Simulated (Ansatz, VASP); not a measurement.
# B3P3H4 (armchair BP ribbon N=3 H edges) in two plane-wave programs

Wanted: the spread between two codes on one cell, functional and k mesh. The cell is taken from a series of runs on this material, whose earlier steps may have relaxed, scaled, displaced or heated it; both programs get it as it stands.

Program: Ansatz 0.2.0. Level of theory: plane waves, with VASP 6.6.1 beside it; single point at PBE, single point at LDA and single point at PBEsol. Results are calculated unless marked as measured.

## Step 1: The structure

The cell holds 10 atoms: 3 B, 3 P and 4 H. Its edges and angles: a = 12.612 Å, b = 7.000 Å, c = 5.630 Å, α = 90.0°, β = 90.0°, γ = 90.0°. Vacuum lies along a and b. The structure's axis is c.

## Step 2: VASP: single point, PBE

With cell and atoms fixed, the geometry can't cause a difference; cores, projectors, grids and the points listed under the comparison can.

Lines of VASP's logs that name or quote its potential files are left out, and so is its time.

File INCAR:

```
SYSTEM = B3P3H4
PREC = Accurate
ENCUT = 420
EDIFF = 1E-06
NELM = 120
ISMEAR = -1
SIGMA = 0.05
LREAL = .FALSE.
ALGO = Normal
GGA = PE
NBANDS = 24
LORBIT = 11
LWAVE = .FALSE.
LCHARG = .FALSE.
ISIF = 2
LASPH = .TRUE.
GGA_COMPAT = .FALSE.
EFERMI = MIDGAP
KPAR = 2
```

File POSCAR:

```
B3P3H4
1.0
   12.6120000000      0.0000000000      0.0000000000
    0.0000000000      7.0000000000      0.0000000000
    0.0000000000      0.0000000000      5.6301685425
B P H
3 3 4
Direct
    0.3729503390      0.5000000000      0.0020740940
    0.6270496610      0.5000000000      0.0020740940
    0.5000000000      0.5000000000      0.5056346970
    0.3782017740      0.5000000000      0.3255295770
    0.6217982260      0.5000000000      0.3255295770
    0.5000000000      0.5000000000      0.8393868500
    0.2814433880      0.5000000000      0.4509287750
    0.7185566120      0.5000000000      0.4509287750
    0.2891231070      0.5000000000      0.9028994320
    0.7108768930      0.5000000000      0.9028994320
```

File KPOINTS:

```
Automatic mesh
0
Gamma
1 1 15
0 0 0
```

PAW data sets: B, P and H (PBE family, release 64).

Command:

```
$ mpirun -np 2 vasp_std
```

Numbers of over 12 decimals in the logs are rounded to 6 here.

The program printed:

```text
[banner, memory and clock lines left out]
running    2 mpi-ranks, on    1 nodes
 distrk:  each k-point on    1 cores,    2 groups
 distr:  one band on    1 cores,    1 groups

 POSCAR found type information on POSCAR B P H
 POSCAR found :  3 types and      10 ions
 LDA part: xc-table for (Slater+PW92), standard interpolation
 POSCAR, INCAR and KPOINTS ok, starting setup
 FFT: planning ... GRIDC
 FFT: planning ... GRID_SOFT
 FFT: planning ... GRID
 WAVECAR not read
 entering main loop
       N       E                     dE             d eps       ncg     rms          rms(c)
DAV:   1     0.150038334729E+03    0.15004E+03   -0.78615E+03   384   0.681E+02
DAV:   2    -0.295278035679E+02   -0.17957E+03   -0.17448E+03   584   0.150E+02
DAV:   3    -0.528871051461E+02   -0.23359E+02   -0.23247E+02   480   0.620E+01
DAV:   4    -0.534843941089E+02   -0.59729E+00   -0.59587E+00   576   0.117E+01
DAV:   5    -0.534957260815E+02   -0.11332E-01   -0.11330E-01   608   0.147E+00    0.138E+01
DAV:   6    -0.501946554833E+02    0.33011E+01   -0.81387E+00   496   0.106E+01    0.787E+00
DAV:   7    -0.493983558699E+02    0.79630E+00   -0.17365E+00   520   0.559E+00    0.263E+00
DAV:   8    -0.492739802361E+02    0.12438E+00   -0.26613E-01   560   0.199E+00    0.657E-01
DAV:   9    -0.492618247279E+02    0.12156E-01   -0.13465E-02   568   0.497E-01    0.263E-01
DAV:  10    -0.492580796654E+02    0.37451E-02   -0.23745E-03   536   0.243E-01    0.143E-01
DAV:  11    -0.492584098877E+02   -0.33022E-03   -0.10843E-03   520   0.160E-01    0.919E-02
DAV:  12    -0.492592269476E+02   -0.81706E-03   -0.42951E-03   416   0.249E-01    0.540E-02
DAV:  13    -0.492611279589E+02   -0.19010E-02   -0.22144E-04   560   0.765E-02    0.301E-02
DAV:  14    -0.492637859678E+02   -0.26580E-02   -0.21224E-04   464   0.665E-02    0.336E-02
DAV:  15    -0.492643192699E+02   -0.53330E-03   -0.37626E-05   544   0.271E-02    0.122E-02
DAV:  16    -0.492647717831E+02   -0.45251E-03   -0.48384E-05   440   0.300E-02    0.735E-03
DAV:  17    -0.492648910940E+02   -0.11931E-03   -0.15634E-05   504   0.164E-02    0.435E-03
DAV:  18    -0.492649313978E+02   -0.40304E-04   -0.52799E-06   456   0.888E-03    0.214E-03
DAV:  19    -0.492649353143E+02   -0.39164E-05   -0.20277E-07   432   0.194E-03    0.947E-04
DAV:  20    -0.492649414914E+02   -0.61771E-05   -0.59341E-07   376   0.259E-03    0.746E-04
DAV:  21    -0.492649424613E+02   -0.96988E-06   -0.57151E-08   344   0.894E-04
   1 F= -.49264942E+02 E0= -.49264942E+02  d E =-.109647E-06
```

Parts of OUTCAR (step 2):

```text
ion  position               nearest neighbor table
   1  0.373  0.500  0.002-   9 1.20   4 1.82   6 1.85
   2  0.627  0.500  0.002-  10 1.20   5 1.82   6 1.85
   3  0.500  0.500  0.506-   4 1.84   5 1.84   6 1.88
   4  0.378  0.500  0.326-   7 1.41   1 1.82   3 1.84
   5  0.622  0.500  0.326-   8 1.41   2 1.82   3 1.84
   6  0.500  0.500  0.839-   1 1.85   2 1.85   3 1.88
   7  0.281  0.500  0.451-   4 1.41
   8  0.719  0.500  0.451-   5 1.41
   9  0.289  0.500  0.903-   1 1.20
  10  0.711  0.500  0.903-   2 1.20

  LATTYP: Found a simple orthorhombic cell.
 ALAT       =     5.6301685425
 B/A-ratio  =     1.2433020339
 C/A-ratio  =     2.2400750359

 Subroutine GETGRP returns: Found  4 space group operations
 (whereof  4 operations were pure point group operations)

The static configuration has the point symmetry C_2v.

 Found      8 irreducible k-points:

   k-points           NKPTS =      8   k-points in BZ     NKDIM =      8   number of bands    NBANDS=     24

   dimension x,y,z NGX =    84 NGY =   48 NGZ =   40
   dimension x,y,z NGXF=   168 NGYF=   96 NGZF=   80

   ENCUT  =  420.0 eV  30.87 Ry    5.56 a.u.  21.07 11.70  9.41*2*pi/ulx,y,z

   NELECT =      28.0000    total number of electrons

 k-points in reciprocal lattice and weights: Automatic mesh
   0.00000000  0.00000000  0.00000000       0.067
   0.00000000  0.00000000  0.06666667       0.133
   0.00000000  0.00000000  0.13333333       0.133
   0.00000000  0.00000000  0.20000000       0.133
   0.00000000  0.00000000  0.26666667       0.133
   0.00000000  0.00000000  0.33333333       0.133
   0.00000000  0.00000000  0.40000000       0.133
   0.00000000  0.00000000  0.46666667       0.133

 average (electrostatic) potential at core
       1 -35.0339       2 -35.0339       3 -35.4960       4 -91.3538       5 -91.3538
       6 -91.1176       7 -40.9087       8 -40.9087       9 -39.2203      10 -39.2203

 E-fermi :  -2.5153

 k-point     1 :       0.0000    0.0000    0.0000
  band No.  band energies     occupation
    ...
     10      -6.2526      2.00000
     11      -5.6866      2.00000
     12      -5.6672      2.00000
     13      -4.2295      2.00000
     14      -3.2492      2.00000
     15      -1.7829      0.00000
     16      -0.2786      0.00000
     17       0.4052      0.00000
     18       0.8230      0.00000
     19       1.3750      0.00000
    ...

 k-point     2 :       0.0000    0.0000    0.0667
  band No.  band energies     occupation
    ...
     10      -6.2356      2.00000
     11      -5.7081      2.00000
     12      -5.6790      2.00000
     13      -4.2236      2.00000
     14      -3.3606      2.00000
     15      -1.6613      0.00000
     16      -0.3110      0.00000
     17       0.4032      0.00000
     18       0.8365      0.00000
     19       1.4126      0.00000
    ...

 k-point     3 :       0.0000    0.0000    0.1333
  band No.  band energies     occupation
    ...
     10      -6.1848      2.00000
     11      -5.7697      2.00000
     12      -5.7233      2.00000
     13      -4.2066      2.00000
     14      -3.6211      2.00000
     15      -1.3708      0.00000
     16      -0.4001      0.00000
     17       0.3885      0.00000
     18       0.8770      0.00000
     19       1.4551      0.00000
    ...

  Total       -0.2815781      0.4729566     -0.2987271      0.0000000      0.0000000      0.0000000
  in kB       -0.9076240      1.5245038     -0.9629012      0.0000000      0.0000000      0.0000000
  external PRESSURE =      -0.1153405 kB  Pullay stress =       0.0000000 kB

  energy-cutoff  :      420.00
  volume of cell :      497.05
      direct lattice vectors                 reciprocal lattice vectors
    12.612000000  0.000000000  0.000000000     0.079289565  0.000000000  0.000000000
     0.000000000  7.000000000  0.000000000     0.000000000  0.142857143  0.000000000
     0.000000000  0.000000000  5.630168542     0.000000000  0.000000000  0.177614576

 POSITION                                       TOTAL-FORCE (eV/Angst)
 -----------------------------------------------------------------------------------
      4.70365      3.50000      0.01168         0.026936     -0.000000      0.008414
      7.90835      3.50000      0.01168        -0.026936     -0.000000      0.008414
      6.30600      3.50000      2.84681         0.000000     -0.000000      0.003862
      4.76988      3.50000      1.83279        -0.010694     -0.000000      0.011117
      7.84212      3.50000      1.83279         0.010694      0.000000      0.011117
      6.30600      3.50000      4.72589         0.000000     -0.000000     -0.004294
      3.54956      3.50000      2.53881         0.021589     -0.000000     -0.012099
      9.06244      3.50000      2.53881        -0.021589     -0.000000     -0.012099
      3.64642      3.50000      5.08348        -0.014295     -0.000000     -0.007215
      8.96558      3.50000      5.08348         0.014295      0.000000     -0.007215
 -----------------------------------------------------------------------------------
    total drift:                                0.000000     -0.000000     -0.000653

  FREE ENERGIE OF THE ION-ELECTRON SYSTEM (eV)
  ---------------------------------------------------
  free  energy   TOTEN  =       -49.2649424613 eV

  energy  without entropy=      -49.2649423516  energy(sigma->0) =      -49.26494241

 total charge
# of ion       s       p       d       tot
------------------------------------------
    1        0.714   1.250   0.000   1.965
    2        0.714   1.250   0.000   1.965
    3        0.698   1.242   0.000   1.939
    4        0.987   1.638   0.000   2.625
    5        0.987   1.638   0.000   2.625
    6        0.988   1.631   0.000   2.618
    7        0.565   0.024   0.000   0.589
    8        0.565   0.024   0.000   0.589
    9        0.607   0.021   0.000   0.628
   10        0.607   0.021   0.000   0.628
--------------------------------------------------
tot          7.432   8.739   0.000  16.171

[... 3 further parts left out ...]
```

## Step 3: Ansatz: single point, PBE

Ansatz runs on its default PAW (the set named soft_2) files.

The same cell, functional, mesh and smearing now go to Ansatz, which takes its cutoff from its data sets.

File input.yaml:

```yaml
crystal:
  lattice:
    - [12.612, 0.0, 0.0]
    - [0.0, 7.0, 0.0]
    - [0.0, 0.0, 5.6301685425]
  atoms:
    - { symbol: B, position: [0.372950339, 0.5, 0.002074094] }
    - { symbol: B, position: [0.627049661, 0.5, 0.002074094] }
    - { symbol: P, position: [0.378201774, 0.5, 0.325529577] }
    - { symbol: P, position: [0.621798226, 0.5, 0.325529577] }
    - { symbol: H, position: [0.281443388, 0.5, 0.450928775] }
    - { symbol: H, position: [0.718556612, 0.5, 0.450928775] }
    - { symbol: B, position: [0.5, 0.5, 0.505634697] }
    - { symbol: P, position: [0.5, 0.5, 0.83938685] }
    - { symbol: H, position: [0.289123107, 0.5, 0.902899432] }
    - { symbol: H, position: [0.710876893, 0.5, 0.902899432] }
kpoints:
  mp_grid: { grid: [1, 1, 15] }
  band_path: { path: ["Γ", Z], npoints: 50 }
scf:
  occupations: { method: fermi_dirac, width: 0.05 }
hamiltonian:
  xc: pbe
output:
  transmission:
    e_range: [-2, 2]
    de: 0.035
    kmesh: [1, 1]
    reduced_basis: true
    leads: [[0, 0]]
  dos: { e_range: [-5, 4] }
  write_potential: true
  write_density: true
  volumetric_format: npy
  elf: true
```

Command:

```
$ ansatz run input.yaml --threads 4 --pin off --max-ram 16384MiB --backend cpu --events-out ev --progress --plain --runs-dir out
```

The program printed:

```text
Engine: ansatz 0.2.0, aarch64-unknown-linux-gnu
Pseudopotentials: kind: paw
Pseudopotential: B, paw, valence charge 3, recommended cutoff 420 eV (normal), B.paw.azcp
Pseudopotential: P, paw, valence charge 5, recommended cutoff 420 eV (normal), P.paw.azcp
Pseudopotential: H, paw, valence charge 1, recommended cutoff 420 eV (normal), H.paw.azcp
Functional definition: PBE
  parameter kappa = 0.804
  parameter beta = 0.066725
  exchange = pbe_x(kappa = kappa, mu = beta*pi^2/3)
  correlation = pbe_c(beta = beta)
Crystal: 10 atoms, lattice volume = 497.054 Å³
Basis set: ecut = 420 eV, 9691 PW (Γ)
Bands: 24, of which v1, the nominal top of the filled ones, is band 14 counted from 1 (13 counted from 0)
Symmetry: 4 space group operations
Space group: Pmm2 (ITA 25), of the structure as read, at distance tolerance 7.9e-5 Å
k-points: 8 of 15 (time reversal used)
Non-local potential: B, projectors of the file, l = 0: 2, l = 1: 2, l = 2: 1
Non-local potential: P, projectors of the file, l = 0: 2, l = 1: 2, l = 2: 2
Non-local potential: H, projectors of the file, l = 0: 2, l = 1: 1
PAW form: soft (Blöchl's): semilocal exchange-correlation on the pseudo side does not see the compensation charge
PAW one-centre angular grid: B, 110 points (default); XC on 64 Gauss nodes
PAW one-centre angular grid: P, 110 points (default); XC on 64 Gauss nodes
PAW one-centre angular grid: H, 110 points (default); XC on 64 Gauss nodes
Initial density: superposition of atomic densities (neutral atoms: chi_scale 0, normalization atom), corrected by the library's trained network
Initial wavefunctions: pseudopotential atomic-orbital guess
Functional: x = pbe(κ = 0.804, μ = 0.219515), c = pbe(β = 0.066725)
SCF iter   1: F=—  HF=-2797.738989 eV  |F-HF|=—  |Δ(HF+E_count)|=         —  Δρ=1.35e-3  dr2=1.96e-2  ethr=1.77e-3  ⟨swp⟩=9.9  Hψ=1476  notcnv=0  defer=6
preconditioner: auto → Resta (q_TF=auto, 1.689 Å⁻¹)  ε∞=1.8  [insulator: Δε(μ)=1.471 eV  Ē_g=9.972 eV  σ=0.050 eV  W_gap=1.00  n_scr=38 (ndim 8)  ℏωp=8.8 eV  f_vac=0.630  D(μ)=0.00/eV (n_scr^D=0)  ε∞_Penn≈1.8  vacuum switching on, ρ_ref=7.2e-3 e/Å³]
SCF iter   2: F=—  HF=-2797.749844 eV  |F-HF|=—  |Δ(HF+E_count)|=   1.09e-2  Δρ=6.74e-4  dr2=3.70e-3  ethr=6.99e-5  ⟨swp⟩=3.1  Hψ=391  notcnv=0  defer=32
SCF iter   3: F=—  HF=-2797.754026 eV  |F-HF|=—  |Δ(HF+E_count)|=   4.18e-3  Δρ=2.60e-4  dr2=7.46e-4  ethr=1.32e-5  ⟨swp⟩=2.9  Hψ=303  notcnv=0  defer=32
SCF iter   4: F=—  HF=-2797.754667 eV  |F-HF|=—  |Δ(HF+E_count)|=   6.41e-4  Δρ=7.89e-5  dr2=6.22e-5  ethr=2.66e-6  ⟨swp⟩=3.0  Hψ=299  notcnv=0  defer=32
SCF iter   5: F=—  HF=-2797.754638 eV  |F-HF|=—  |Δ(HF+E_count)|=   2.89e-5  Δρ=3.01e-5  dr2=7.30e-6  ethr=2.22e-7  ⟨swp⟩=2.0  Hψ=274  notcnv=0  defer=32
SCF iter   6: F=—  HF=-2797.754642 eV  |F-HF|=—  |Δ(HF+E_count)|=   4.38e-6  Δρ=9.33e-6  dr2=4.66e-7  ethr=2.61e-8  ⟨swp⟩=2.6  Hψ=276  notcnv=0  defer=32
SCF iter   7: F=-2797.754644 eV  HF=-2797.754644 eV  |F-HF|=2.17e-7  |Δ(HF+E_count)|=   1.62e-6  Δρ=2.71e-6  dr2=2.42e-8  ethr=3.57e-10  ⟨swp⟩=14.6  Hψ=1120  notcnv=0
SCF 1 converged in 7 iterations: F = -2797.754644 eV  dr2 = 2.42e-8
  greatest PAW one-centre occupation: 0.775 electrons in one spin orbital (limit 2), on the P atom at site 7 (counted from 0), in its partial waves of l = 0
NSCF: frozen V_eff on 51 k-points
transmission: 7 of 42 steps passed
transmission: 14 of 42 steps passed
[...]
transmission: 42 of 42 steps passed
WARN: The output density's exchange-correlation potential varies sharply where the density is thin. Do not read a vacuum level from v_tot or v_xc, or from such a field of the output density. On a cell that repeats whose density bears no net charge and no dipole along the vacuum's axis use v_es (v_loc + v_h of the components); under efield.dipole_correction with no amplitude use v_es + v_field, which holds any externa [...]
Second SCF, for the conductance: iteration 1, dr2 4.352e-8 eV
Second SCF, for the conductance: iteration 2, dr2 2.762e-8 eV
Second SCF, for the conductance: iteration 3, dr2 6.632e-9 eV
transmission: 7 of 42 steps passed
transmission: 14 of 42 steps passed
[...]
transmission: 42 of 42 steps passed
SCF converged after 7 iterations
Free energy (F): -2797.754644 eV
Harris-Foulkes:  -2797.754644 eV  (|F-HF|=2.17e-7)
Internal energy: -2797.754644 eV  (E = F + TS)
E sigma→0 (E₀):  -2797.754644 eV
Entropy (-TS):   -0.000000 eV (-0.000 meV/atom)
Fermi energy:    -2.231868 eV
--- Per-component energies (eV) ---
  E_band       = -239.035141
  E_kinetic    = 407.631019
  E_local      = -2611.816594  (includes V_loc(G=0)·N_el)
  E_nonlocal   = 144.875759
  E_hartree    = 1095.887801
  E_xc         = -313.365611
  E_vxc        = -337.755764  (∫ρ·V_xc dr)
  E_paw        = -1946.530645  (= ΣΔE_a)
  E_vpaw       = -33.741680  (= ΣTr[D̂ρ^β])
  E_aug_tail   = -0.005047  (compensation charges beyond the density's cutoff)
  E_ewald      = 425.568674
  E_smearing   = -0.000000  (= −TS)
  E_closure    = -0.000000  (closes the sum)
  Σ components = -2797.754644   (vs F -2797.754644, Δ=0.00e0)
--- Band table (eV; the first three rows and the last of 8) ---
  k-point 0: bands = [... 10 lower, -5.4152, -5.3970, -3.9443, -2.9619, -1.5035, 0.0024, 0.6765, 1.1003, ... 6 higher]
  k-point 1: bands = [... 10 lower, -5.4368, -5.4089, -3.9384, -3.0738, -1.3814, -0.0301, 0.6745, 1.1137, ... 6 higher]
  k-point 2: bands = [... 10 lower, -5.4983, -5.4532, -3.9213, -3.3351, -1.0903, -0.1193, 0.6596, 1.1539, ... 6 higher]
  k-point 7: bands = [... 10 lower, -6.0261, -5.2145, -4.7935, -3.7952, -0.6488, 0.5922, 0.7054, 0.9635, ... 6 higher]
--- Transmission ---
  basis      : 773 plane waves across, 7 finite elements along
  points     : 1, standing for a mesh of 1 x 1
  filling    : by a second SCF (3 iterations) under fermi_dirac of width 0.025852 eV on a mesh of 1 x 1 x 28, whose Fermi level is -2.232210 eV
  energies   : 115 from -2.000000 to 1.990000 eV about the Fermi level, 0.035000 eV apart; the leads are filled to 0.000000 eV, and channels, transmission and decay are at -0.005000 eV
  crystal 0  : P3H4B3, at the sites [0, 0], period 5.6302 Å: whole cells are its period
    offset         : up to 0.0000 Å between an atom of the period and one for which it stands
    filled         : 0.2 meV over the level at which it is neutral
    channels       : 0.000000e0 a spin
    conductance    : 9.8972e1 S/m² at 300 K; may be off by some 0.4 % by where its bands' edges are placed, 0.0 % from the distance to neutral
    slowest decay  : 0.1254 /Å at (0.0000, 0.0000)
```

The column dr2 measures how far the density is from self-consistency, as an energy; F and HF (Harris–Foulkes) agree once it is small.

## Step 4: Side by side

Compared:

| quantity | Ansatz | VASP | difference |
| --- | --- | --- | --- |
| gap on the k mesh (eV) | 1.458 | 1.466 | -0.008 |

A gap on the mesh is an upper bound, since the band edges may lie between its points.

## Step 5: Ansatz: single point, LDA

A single point gives forces, pressure and levels at one fixed geometry, so differences don't come from the geometry; what else differs is listed under the comparison.

The cell is taken from a series of runs on this material, whose earlier steps may have relaxed, scaled, displaced or heated it; both programs get it as it stands.

Edit input.yaml of step 3 so:

```diff
@@ -17,3 +17,3 @@
 kpoints:
-  mp_grid: { grid: [1, 1, 15] }
+  mp_grid: { grid: [1, 1, 11] }
   band_path: { path: ["Γ", Z], npoints: 50 }
@@ -22,14 +22,2 @@
 hamiltonian:
-  xc: pbe
-output:
-  transmission:
-    e_range: [-2, 2]
-    de: 0.035
-    kmesh: [1, 1]
-    reduced_basis: true
-    leads: [[0, 0]]
-  dos: { e_range: [-5, 4] }
-  write_potential: true
-  write_density: true
-  volumetric_format: npy
-  elf: true
+  xc: lda
```

The program printed:

```text
[...]
Crystal: 10 atoms, lattice volume = 497.054 Å³
Basis set: ecut = 420 eV, 9691 PW (Γ)
Bands: 24, of which v1, the nominal top of the filled ones, is band 14 counted from 1 (13 counted from 0)
Symmetry: 4 space group operations
[...]
k-points: 6 of 11 (time reversal used)
[...]
--- Band table (eV; the first three rows and the last of 6) ---
  k-point 0: bands = [... 10 lower, -5.5345, -5.4870, -4.1102, -3.1066, -1.7044, -0.2034, 0.5671, 1.0044, ... 6 higher]
  k-point 1: bands = [... 10 lower, -5.5534, -5.5289, -4.0987, -3.3085, -1.4848, -0.2652, 0.5564, 1.0331, ... 6 higher]
  k-point 2: bands = [... 10 lower, -5.6433, -5.6409, -4.0670, -3.7199, -1.0223, -0.4226, 0.4994, 1.1172, ... 6 higher]
  k-point 5: bands = [... 10 lower, -6.1262, -5.4090, -4.9285, -3.9544, -0.8741, 0.4408, 0.4661, 0.7593, ... 6 higher]
[key lines of the parts left out:]
SCF converged after 8 iterations
Free energy (F): -2687.846704 eV
Fermi energy:    -2.405253 eV
```

(Continued in part 2 of 2.)

[Lines on the potential files, build, host, timing and source positions are cut from VASP's logs without a mark.]

[Logs are printed without paths, hosts, clocks, repeated set-up lines and the standing remarks that a program may print on its own settings, such as how far it seeks lower states.]

[Hosts, paths, dates, database ids (printed as entryN), source tags and the programs' standing remarks are cut or masked in the printed files.]
